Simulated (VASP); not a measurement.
Elastic constants (GPa) of a crystal from VASP with PBE GGA, VASP's PBE PAW potentials (set 64):

|  | xx | yy | zz | yz | xz | xy |
|---|---|---|---|---|---|---|
| xx | 545.1 | 214.4 | 170.8 | 0.0 | 0.0 | 0.0 |
| yy | 214.4 | 545.1 | 170.8 | 0.0 | 0.0 | 0.0 |
| zz | 170.8 | 170.8 | 654.7 | 0.0 | 0.0 | 0.0 |
| yz | 0.0 | 0.0 | 0.0 | 191.1 | 0.0 | 0.0 |
| xz | 0.0 | 0.0 | 0.0 | 0.0 | 191.1 | 0.0 |
| xy | 0.0 | 0.0 | 0.0 | 0.0 | 0.0 | 165.4 |

Finite-difference elastic constants of metals are sensitive to mesh and smearing; shear constants can be off by tens of GPa.

Work out the Voigt, Reuss and Hill moduli, Young's modulus and Poisson's ratio.

All eigenvalues are positive (smallest 165.4 GPa), so the crystal is stable. K_V = (C11+C22+C33+2(C12+C13+C23))/9 = (1744.9 + 2×556.0)/9 = 317.4 GPa; G_V = (1744.9 − 556.0 + 3×547.6)/15 = 188.8 GPa. From the compliances, K_R = 316.7 GPa and G_R = 185.9 GPa. Hill: K = 317.1 GPa, G = 187.3 GPa, E = 9KG/(3K+G) = 469.5 GPa, ν = (3K−2G)/(2(3K+G)) = 0.253. K/G = 1.69, below Pugh's 1.75; universal anisotropy A^U = 0.08.

With a density of 12.23 g/cm³, what are the mean sound speeds?

v_l = √((K+4G/3)/ρ) = 6.81 km/s and v_t = √(G/ρ) = 3.91 km/s. The crystal is Ru (hcp), hexagonal.

The compound is Ru in the hcp structure. It was relaxed first.
